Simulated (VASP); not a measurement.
# CaO: exact exchange and RPA correlation, part 3 of 6

How do cheaper functionals compare with the RPA for CaO, and at what cost? The scan starts from a database cell, scaled to the smallest volume of the series. The cell is of the rock-salt type, one of the forms listed for this formula. The start is a computed cell from the Materials Project.

VASP 6.6.1, plane waves and PAW; the level of theory is named at each step.

So far. Step 8 (Comparison: HSE06, volume ratio 0.92): Its energy is -10.4110 eV an atom, on a zero of its own. Step 9 (Orbitals, volume ratio 0.96): The run ends at a pressure of -2.96 GPa.

**10. Exact exchange, volume ratio 0.96**

This step: Hartree-Fock energy on LDA orbitals; plane waves and PAW (Ca_sv_GW, O_GW) (VASP 6.6.1).

Exact exchange at this point.

The input, INCAR:

```
SYSTEM = CaO
PREC = Accurate
ENCUT = 560
ISMEAR = 0
SIGMA = 0.05
LREAL = .FALSE.
GGA = CA
NBANDS = 14
ALGO = Eigenval
NELM = 1
LHFCALC = .TRUE.
AEXX = 1
ALDAC = 0
AGGAC = 0
PRECFOCK = Normal
LWAVE = .FALSE.
LCHARG = .FALSE.
```

The input, POSCAR:

```
CaO
1.0
    0.0000000000      2.3710712315      2.3710712315
    2.3710712315      0.0000000000      2.3710712315
    2.3710712315      2.3710712315      0.0000000000
Ca O
1 1
Direct
    0.0000000000      0.0000000000      0.0000000000
    0.5000000000      0.5000000000      0.5000000000
```

The input, KPOINTS:

```
Automatic mesh
0
Gamma
6 6 6
0 0 0
```

The projector-augmented-wave data sets are Ca_sv_GW and O_GW (LDA family, release 64).

The run starts from files that an earlier step left in the folder.

Launch:

```bash
$ mpirun -np 4 vasp_std
```

What it wrote:

```text
[banner, memory and clock lines left out]
running    4 mpi-ranks, on    1 nodes
[...]
LDA part: xc-table for (Slater(with rela. corr.)+CA(PZ))
 , standard interpolation
 [... a notice as in an earlier step ...]

 found WAVECAR, reading the header
  number of bands has changed, file:    14 present:    16
  trying to continue reading WAVECAR, but it might fail
 POSCAR, INCAR and KPOINTS ok, starting setup
[...]
reading WAVECAR
 random initialization beyond band           14
 the WAVECAR file was read successfully
 initial charge from wavefunction
 entering main loop
       N       E                     dE             d eps       ncg     rms          rms(c)
EIG:   1    -0.319891481947E+02   -0.31989E+02    0.00000E+00     0   0.000E+00
   1 F= -.31989148E+02 E0= -.31989148E+02  d E =-.638725E-14
```

Wall time 30 s (4 MPI ranks of Intel Xeon 6975P-C (Granite Rapids), shared host); peak memory 0.46 GiB.

OUTCAR, selected parts (step 10):

```text
 POSITION                                       TOTAL-FORCE (eV/Angst)
 -----------------------------------------------------------------------------------
      0.00000      0.00000      0.00000        -0.000000      0.000000      0.000000
      2.37107      2.37107      2.37107         0.000000     -0.000000     -0.000000
 -----------------------------------------------------------------------------------
    total drift:                                0.000000     -0.000000     -0.000000

  FREE ENERGIE OF THE ION-ELECTRON SYSTEM (eV)
  ---------------------------------------------------
  free  energy   TOTEN  =       -31.9891481947 eV

  energy  without entropy=      -31.9891481947  energy(sigma->0) =      -31.98914819

[... 2 parts as in an earlier step ...]

[... 1 further part left out ...]
[key lines of the parts left out:]
E-fermi :   4.7880
```

The Hartree-Fock energy on these orbitals is -15.9946 eV an atom.

**11. Empty bands, volume ratio 0.96**

This step: LDA; plane waves and PAW (Ca_sv_GW, O_GW) (VASP 6.6.1).

The empty bands are made again, for the run that follows.

The input, INCAR:

```
SYSTEM = CaO
PREC = Accurate
ENCUT = 560
ISMEAR = 0
SIGMA = 0.05
LREAL = .FALSE.
GGA = CA
NBANDS = 820
ALGO = Exact
NELM = 1
LWAVE = .TRUE.
LCHARG = .FALSE.
LOPTICS = .TRUE.
NEDOS = 1000
CSHIFT = 0.1
```

POSCAR is that of step 10.

KPOINTS is that of step 10.

Launch:

```bash
$ mpirun -np 4 vasp_std
```

What it wrote:

```text
[banner, memory and clock lines left out]
running    4 mpi-ranks, on    1 nodes
[...]
LDA part: xc-table for (Slater(with rela. corr.)+CA(PZ))
 , standard interpolation
 found WAVECAR, reading the header
  number of bands has changed, file:    14 present:   820
  trying to continue reading WAVECAR, but it might fail
 POSCAR, INCAR and KPOINTS ok, starting setup
[...]
reading WAVECAR
 random initialization beyond band           14
 the WAVECAR file was read successfully
 initial charge from wavefunction
 entering main loop
       N       E                     dE             d eps       ncg     rms          rms(c)
DIA:   1    -0.191697023337E+02   -0.19170E+02    0.00000E+00     0   0.000E+00
   1 F= -.19169702E+02 E0= -.19169702E+02  d E =-.801298E-45
 writing wavefunctions
 optical routines
 imaginary and real dielectric function
 recalculating local potential from charge density
 direction            1
 direction            2
 direction            3
```

The job ended after 7.6 s (4 MPI ranks; peak memory 0.88 GiB; 28 s of CPU time).

From OUTCAR (step 11):

```text
  Total       -0.4954804     -0.4954804     -0.4954804     -0.0000000     -0.0000000     -0.0000000
  in kB      -29.7764730    -29.7764730    -29.7764730     -0.0000000     -0.0000000     -0.0000000
  external PRESSURE =     -29.7764730 kB  Pullay stress =       0.0000000 kB

 POSITION                                       TOTAL-FORCE (eV/Angst)
 -----------------------------------------------------------------------------------
      0.00000      0.00000      0.00000        -0.000000     -0.000000      0.000000
      2.37107      2.37107      2.37107         0.000000      0.000000     -0.000000
 -----------------------------------------------------------------------------------
    total drift:                                0.000000      0.000000      0.000000

  FREE ENERGIE OF THE ION-ELECTRON SYSTEM (eV)
  ---------------------------------------------------
  free  energy   TOTEN  =       -19.1697023337 eV

  energy  without entropy=      -19.1697023337  energy(sigma->0) =      -19.16970233

[... 1 part as in an earlier step ...]

[... 2 further parts left out ...]
[key lines of the parts left out:]
E-fermi :   5.0290
```

WAVECAR now holds 820 bands for 16 electrons.

**12. RPA correlation, volume ratio 0.96**

This step: RPA correlation on LDA orbitals; plane waves and PAW (Ca_sv_GW, O_GW) (VASP 6.6.1).

RPA correlation at this point.

The input, INCAR:

```
SYSTEM = CaO
PREC = Accurate
ENCUT = 560
ISMEAR = 0
SIGMA = 0.05
LREAL = .FALSE.
GGA = CA
NBANDS = 820
ALGO = ACFDT
ENCUTGW = 200
NOMEGA = 12
PRECFOCK = Fast
LWAVE = .FALSE.
LCHARG = .FALSE.
```

POSCAR is that of step 11.

KPOINTS is that of step 11.

Launch:

```bash
$ mpirun -np 4 vasp_std
```

What it wrote:

```text
[banner, memory and clock lines left out]
running    4 mpi-ranks, on    1 nodes
[...]
LDA part: xc-table for (Slater(with rela. corr.)+CA(PZ))
 , standard interpolation
 found WAVECAR, reading the header
 POSCAR, INCAR and KPOINTS ok, starting setup
[...]
reading WAVECAR
 the WAVECAR file was read successfully
 initial charge from wavefunction
 available memory per node:     58.37 GB, setting MAXMEM to     59768

 The Fermi energy was updated, please check that it is located mid-gap
 values below the HOMO (VB) or above the LUMO (CB) will cause erroneous energies
 E-fermi :   6.2700

 the WAVEDER file was read successfully
 set NWRITE>2 for more details about minimax calculation
 number of imaginary grid points requested:      12
 number of distinct grids requested:  1
 quadrature errors minimized for energies in [ 0.346E+01, 0.587E+03 ]
 bosonic grid (T=0, re) determined with error: 0.9388E-08
 bosonic grid (re): 0.9388E-08
       0.7830       2.5275       4.8635       8.3853      14.0558
[...]
NQ=  10    0.3333    0.3333    0.0000,
|.........|.........|.........|.........
 performed     166540000 updates of chi_q(r,r)
 total number of BLAS operations      38691.92 Gflops
NQ=  11    0.5000    0.3333    0.0000,
|.........|.........|.........|.........
 performed     183194000 updates of chi_q(r,r)
 total number of BLAS operations      42633.56 Gflops
NQ=  12   -0.3333    0.3333    0.0000,
|.........|.........|.........|.........
 performed     199848000 updates of chi_q(r,r)
 total number of BLAS operations      46575.21 Gflops
NQ=  13    0.5000    0.5000    0.0000,
|.........|.........|.........|.........
 performed     216502000 updates of chi_q(r,r)
 total number of BLAS operations      50609.05 Gflops
NQ=  14    0.5000    0.3333    0.1667,
|.........|.........|.........|.........
 performed     233156000 updates of chi_q(r,r)
 total number of BLAS operations      54830.49 Gflops
NQ=  15   -0.3333    0.3333    0.1667,
|.........|.........|.........|.........
 performed     249810000 updates of chi_q(r,r)
 total number of BLAS operations      58772.14 Gflops
NQ=  16   -0.3333    0.5000    0.1667,
|.........|.........|.........|.........
 performed     266464000 updates of chi_q(r,r)
 total number of BLAS operations      62713.78 Gflops
 entering main loop
```

Run time: 6.6 min. Hardware: 4 MPI ranks; peak memory 3.1 GiB.

From OUTCAR (step 12):

```text
      cutoff energy     smooth cutoff   RPA   correlation   Hartree contr. to MP2
---------------------------------------------------------------------------------
            200.000           160.000      -20.3197044170      -31.9130435405
            190.476           152.381      -20.0153827035      -31.5205056811
            181.406           145.125      -19.6997717478      -31.1065504646
            172.768           138.214      -19.3724168057      -30.6698652230
            164.541           131.632      -19.0348012506      -30.2117303433
            156.705           125.364      -18.6855245416      -29.7297738409
            149.243           119.394      -18.3276595427      -29.2277204467
            142.136           113.709      -17.9572616712      -28.6994070867
  linear regression

[... 2 parts as in an earlier step ...]

[... 2 further parts left out ...]
[key lines of the parts left out:]
E-fermi :   6.2700
```

Extrapolated by the program to an infinite response cutoff, the correlation energy is -11.901 eV an atom, +13 meV against the point before. With exact exchange the total is -27.8956 eV an atom.

**13. Comparison: r2SCAN, volume ratio 0.96**

This step: r2SCAN; plane waves and PAW (Ca_sv_GW, O_GW) (VASP 6.6.1).

The comparison at this point.

The input, INCAR:

```
SYSTEM = CaO
PREC = Accurate
ENCUT = 560
EDIFF = 1E-06
NELM = 100
ISMEAR = 0
SIGMA = 0.05
LREAL = .FALSE.
ALGO = Normal
METAGGA = R2SCAN
LASPH = .TRUE.
NBANDS = 14
LWAVE = .FALSE.
LCHARG = .FALSE.
KPAR = 4
```

POSCAR is that of step 12.

KPOINTS is that of step 12.

Launch:

```bash
$ mpirun -np 4 vasp_std
```

What it wrote:

```text
[banner, memory and clock lines left out]
running    4 mpi-ranks, on    1 nodes
[...]
[... a notice as in an earlier step ...]

 LDA part: xc-table for (None), standard interpolation
 POSCAR, INCAR and KPOINTS ok, starting setup
[...]
entering main loop
       N       E                     dE             d eps       ncg     rms          rms(c)
DAV:   1     0.132074468874E+03    0.13207E+03   -0.78827E+03   448   0.130E+03
DAV:   2    -0.878877682747E+02   -0.21996E+03   -0.19406E+03   642   0.526E+02
DAV:   3    -0.104036994639E+03   -0.16149E+02   -0.15701E+02   754   0.164E+02
DAV:   4    -0.104376873977E+03   -0.33988E+00   -0.33940E+00   622   0.211E+01
[...]
DAV:  13    -0.936492257052E+02    0.44930E-04   -0.31987E-04   496   0.202E-01    0.240E-02
DAV:  14    -0.936492162509E+02    0.94542E-05   -0.34426E-05   762   0.755E-02    0.216E-02
DAV:  15    -0.936492165691E+02   -0.31822E-06   -0.18260E-06   392   0.244E-02
   1 F= -.93649217E+02 E0= -.93649217E+02  d E =-.623992E-13
```

Run time: 8.8 s. Hardware: 4 MPI ranks; peak memory 0.59 GiB; 33 s of CPU time.

OUTCAR, selected parts (step 13):

```text
  Total        0.5750883      0.5750883      0.5750883      0.0000000     -0.0000000     -0.0000000
  in kB       34.5606061     34.5606061     34.5606061      0.0000000     -0.0000000     -0.0000000
  external PRESSURE =      34.5606061 kB  Pullay stress =       0.0000000 kB

  FREE ENERGIE OF THE ION-ELECTRON SYSTEM (eV)
  ---------------------------------------------------
  free  energy   TOTEN  =       -93.6492165691 eV

  energy  without entropy=      -93.6492165691  energy(sigma->0) =      -93.64921657

[... 3 parts as in an earlier step ...]

[... 1 further part left out ...]
[key lines of the parts left out:]
E-fermi :   4.8294
```

Its energy is -46.8246 eV an atom, on a zero of its own.

**14. Orbitals for comparison: HSE06, volume ratio 0.96**

This step: LDA; plane waves and PAW (Ca_sv_GW, O_GW) (VASP 6.6.1).

Starting orbitals, as before.

The input, INCAR:

```
SYSTEM = CaO
PREC = Accurate
ENCUT = 560
EDIFF = 1E-05
NELM = 100
ISMEAR = 0
SIGMA = 0.05
LREAL = .FALSE.
ALGO = Normal
GGA = CA
NBANDS = 14
LORBIT = 11
LWAVE = .TRUE.
LCHARG = .FALSE.
KPAR = 4
```

POSCAR is that of step 13.

KPOINTS is that of step 13.

Launch:

```bash
$ mpirun -np 4 vasp_std
```

What it wrote:

```text
[... set-up lines as in an earlier step ...]
 entering main loop
       N       E                     dE             d eps       ncg     rms          rms(c)
[... 12 cycles as in an earlier step ...]
DAV:  13    -0.191697022766E+02    0.17191E-04   -0.55338E-05   568   0.131E-01    0.434E-02
DAV:  14    -0.191697024363E+02   -0.15978E-06   -0.17973E-06   266   0.131E-02
   1 F= -.19169702E+02 E0= -.19169702E+02  d E =-.209654E-26
 writing wavefunctions
```

It took 2 s on 4 MPI ranks; peak memory 0.52 GiB; 6 s of CPU time.

OUTCAR, selected parts (step 14):

```text
  Total       -0.4951848     -0.4951848     -0.4951848     -0.0000000      0.0000000      0.0000000
  in kB      -29.7587117    -29.7587117    -29.7587117     -0.0000000      0.0000000      0.0000000
  external PRESSURE =     -29.7587117 kB  Pullay stress =       0.0000000 kB

 POSITION                                       TOTAL-FORCE (eV/Angst)
 -----------------------------------------------------------------------------------
      0.00000      0.00000      0.00000        -0.000000     -0.000000     -0.000000
      2.37107      2.37107      2.37107         0.000000      0.000000      0.000000
 -----------------------------------------------------------------------------------
    total drift:                                0.000000      0.000000      0.000000

  FREE ENERGIE OF THE ION-ELECTRON SYSTEM (eV)
  ---------------------------------------------------
  free  energy   TOTEN  =       -19.1697024363 eV

  energy  without entropy=      -19.1697024363  energy(sigma->0) =      -19.16970244

[... 2 parts as in an earlier step ...]

[... 1 further part left out ...]
[key lines of the parts left out:]
E-fermi :   4.9052
```

The run ends at a pressure of -2.98 GPa.

**15. Comparison: HSE06, volume ratio 0.96**

This step: HSE06; plane waves and PAW (Ca_sv_GW, O_GW) (VASP 6.6.1).

The comparison at this point.

The input, INCAR:

```
SYSTEM = CaO
PREC = Accurate
ENCUT = 560
EDIFF = 1E-06
NELM = 100
ISMEAR = 0
SIGMA = 0.05
LREAL = .FALSE.
ALGO = Normal
LHFCALC = .TRUE.
AEXX = 0.25
GGA = PE
HFSCREEN = 0.2
LASPH = .TRUE.
NBANDS = 14
PRECFOCK = Fast
LWAVE = .FALSE.
LCHARG = .FALSE.
KPAR = 4
```

POSCAR is that of step 14.

KPOINTS is that of step 14.

The run starts from files that an earlier step left in the folder.

Launch:

```bash
$ mpirun -np 4 vasp_std
```

What it wrote:

```text
[... set-up lines as in an earlier step ...]
 entering main loop
       N       E                     dE             d eps       ncg     rms          rms(c)
DAV:   1    -0.209007299830E+02   -0.20901E+02   -0.73259E-01   630   0.186E+01    0.179E+00
DAV:   2    -0.208701308528E+02    0.30599E-01   -0.73386E-02   700   0.449E+00    0.920E-01
DAV:   3    -0.208716030951E+02   -0.14722E-02   -0.16647E-02   718   0.133E+00    0.634E-01
DAV:   4    -0.208705421695E+02    0.10609E-02   -0.13666E-03   610   0.802E-01    0.379E-01
[...]
DAV:   8    -0.208701837748E+02    0.51226E-05   -0.62383E-06   506   0.439E-02    0.662E-02
DAV:   9    -0.208701819502E+02    0.18247E-05   -0.21552E-06   388   0.288E-02    0.383E-02
DAV:  10    -0.208701815542E+02    0.39596E-06   -0.49580E-07   242   0.131E-02
   1 F= -.20870182E+02 E0= -.20870182E+02  d E =-.116309E-16
```

Elapsed: 71 s, on 4 MPI ranks; peak memory 0.99 GiB.

Parts of OUTCAR (step 15):

```text
 POSITION                                       TOTAL-FORCE (eV/Angst)
 -----------------------------------------------------------------------------------
      0.00000      0.00000      0.00000        -0.000000     -0.000000      0.000000
      2.37107      2.37107      2.37107         0.000000      0.000000      0.000000
 -----------------------------------------------------------------------------------
    total drift:                               -0.000001     -0.000001     -0.000001

  FREE ENERGIE OF THE ION-ELECTRON SYSTEM (eV)
  ---------------------------------------------------
  free  energy   TOTEN  =       -20.8701815542 eV

  energy  without entropy=      -20.8701815542  energy(sigma->0) =      -20.87018155

[... 2 parts as in an earlier step ...]

[... 1 further part left out ...]
[key lines of the parts left out:]
E-fermi :   4.1236
```

Its energy is -10.4351 eV an atom, on a zero of its own.

**16. Orbitals, volume ratio 0.99**

This step: LDA; plane waves and PAW (Ca_sv_GW, O_GW) (VASP 6.6.1).

The same chain follows at a volume ratio of 0.99.

The input, INCAR:

```
SYSTEM = CaO
PREC = Accurate
ENCUT = 560
EDIFF = 1E-08
NELM = 100
ISMEAR = 0
SIGMA = 0.05
LREAL = .FALSE.
ALGO = Normal
GGA = CA
NBANDS = 14
LORBIT = 11
LWAVE = .TRUE.
LCHARG = .FALSE.
KPAR = 4
```

The input, POSCAR:

```
CaO
1.0
    0.0000000000      2.3955169881      2.3955169881
    2.3955169881      0.0000000000      2.3955169881
    2.3955169881      2.3955169881      0.0000000000
Ca O
1 1
Direct
    0.0000000000      0.0000000000      0.0000000000
    0.5000000000      0.5000000000      0.5000000000
```

KPOINTS is that of step 15.

Launch:

```bash
$ mpirun -np 4 vasp_std
```

What it wrote:

```text
[... set-up lines as in an earlier step ...]
 entering main loop
       N       E                     dE             d eps       ncg     rms          rms(c)
DAV:   1     0.202540493329E+03    0.20254E+03   -0.77494E+03   456   0.127E+03
DAV:   2    -0.676642719401E+01   -0.20931E+03   -0.18693E+03   584   0.485E+02
DAV:   3    -0.227484338209E+02   -0.15982E+02   -0.15365E+02   764   0.153E+02
DAV:   4    -0.230710477751E+02   -0.32261E+00   -0.32206E+00   616   0.198E+01
[...]
DAV:  15    -0.191461999852E+02    0.17754E-06   -0.11283E-06   790   0.168E-02    0.202E-02
DAV:  16    -0.191461999263E+02    0.58910E-07   -0.10767E-07   732   0.454E-03    0.512E-03
DAV:  17    -0.191461999260E+02    0.33970E-09   -0.47646E-09   260   0.131E-03
   1 F= -.19146200E+02 E0= -.19146200E+02  d E =-.313951E-13
 writing wavefunctions
```

The job ended after 2.4 s (4 MPI ranks; peak memory 0.53 GiB).

Parts of OUTCAR (step 16):

```text
  Total       -1.0823490     -1.0823490     -1.0823490      0.0000000      0.0000000      0.0000000
  in kB      -63.0739662    -63.0739662    -63.0739662      0.0000000      0.0000000      0.0000000
  external PRESSURE =     -63.0739662 kB  Pullay stress =       0.0000000 kB

 POSITION                                       TOTAL-FORCE (eV/Angst)
 -----------------------------------------------------------------------------------
      0.00000      0.00000      0.00000         0.000000      0.000000      0.000000
      2.39552      2.39552      2.39552        -0.000000     -0.000000     -0.000000
 -----------------------------------------------------------------------------------
    total drift:                                0.000000      0.000000      0.000000

  FREE ENERGIE OF THE ION-ELECTRON SYSTEM (eV)
  ---------------------------------------------------
  free  energy   TOTEN  =       -19.1461999260 eV

  energy  without entropy=      -19.1461999260  energy(sigma->0) =      -19.14619993

[... 1 part as in an earlier step ...]

[... 2 further parts left out ...]
[key lines of the parts left out:]
E-fermi :   4.5271
```

The run ends at a pressure of -6.31 GPa.

**17. Exact exchange, volume ratio 0.99**

This step: Hartree-Fock energy on LDA orbitals; plane waves and PAW (Ca_sv_GW, O_GW) (VASP 6.6.1).

Exact exchange at this point.

The input, INCAR:

```
SYSTEM = CaO
PREC = Accurate
ENCUT = 560
ISMEAR = 0
SIGMA = 0.05
LREAL = .FALSE.
GGA = CA
NBANDS = 14
ALGO = Eigenval
NELM = 1
LHFCALC = .TRUE.
AEXX = 1
ALDAC = 0
AGGAC = 0
PRECFOCK = Normal
LWAVE = .FALSE.
LCHARG = .FALSE.
```

POSCAR is that of step 16.

KPOINTS is that of step 16.

The WAVECAR or CHGCAR of an earlier step is read.

Launch:

```bash
$ mpirun -np 4 vasp_std
```

What it wrote:

```text
[... set-up lines as in an earlier step ...]
 entering main loop
       N       E                     dE             d eps       ncg     rms          rms(c)
EIG:   1    -0.320274968570E+02   -0.32027E+02    0.00000E+00     0   0.000E+00
   1 F= -.32027497E+02 E0= -.32027497E+02  d E =-.217738E-28
```

The job ended after 32 s (4 MPI ranks; peak memory 0.46 GiB; 2.1 min of CPU time).

OUTCAR, selected parts (step 17):

```text
 POSITION                                       TOTAL-FORCE (eV/Angst)
 -----------------------------------------------------------------------------------
      0.00000      0.00000      0.00000         0.000000      0.000000     -0.000000
      2.39552      2.39552      2.39552         0.000000     -0.000000      0.000000
 -----------------------------------------------------------------------------------
    total drift:                                0.000000      0.000000      0.000000

  FREE ENERGIE OF THE ION-ELECTRON SYSTEM (eV)
  ---------------------------------------------------
  free  energy   TOTEN  =       -32.0274968570 eV

  energy  without entropy=      -32.0274968570  energy(sigma->0) =      -32.02749686

[... 2 parts as in an earlier step ...]

[... 1 further part left out ...]
[key lines of the parts left out:]
E-fermi :   4.6673
```

The Hartree-Fock energy on these orbitals is -16.0137 eV an atom.

(Part 3 of 6 ends here.)

[Lines on the potential files, build, host, timing and source positions are cut from VASP's logs without a mark.]

[Logs are printed without paths, hosts, clocks, repeated set-up lines and the standing remarks that a program may print on its own settings, such as how far it seeks lower states.]

[Hosts, paths, dates, database ids (printed as entryN), source tags and the programs' standing remarks are cut or masked in the printed files.]

[Pressures printed for these runs are not shown converged in the cutoff: they can be off by several GPa and have the wrong sign.]
